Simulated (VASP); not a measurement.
Consider the following.

```
CELL_PARAMETERS angstrom
      3.71343     0.00000     0.00000
     -1.85672     3.21593     0.00000
      0.00000     0.00000     5.68797
ATOMIC_POSITIONS crystal
  Dy 0.33333 0.66667 0.25000
  Dy 0.66667 0.33333 0.75000
```

Method: PBE GGA, VASP's PBE PAW potentials (set 64) (plane waves; VASP). Settings: 300 eV cut-off, 10×10×6 Γ-centred mesh, Gaussian smearing of 0.20 eV, potentials Dy.

At this cut-off the stress carries a Pulay error, which pulls relaxed volumes low. The run has a spin-polarised start.

### Question
Give the stress tensor in GPa (positive for a compressed cell).

### Answer

```
-1.66   0.00   0.00
 0.00  -1.66   0.00
 0.00   0.00   1.06
```
The pressure is its mean diagonal, -0.75 GPa.

The structure comes from a computed database's Dy entry; how it stands against other phases isn't given here. The cell was not relaxed at this level.
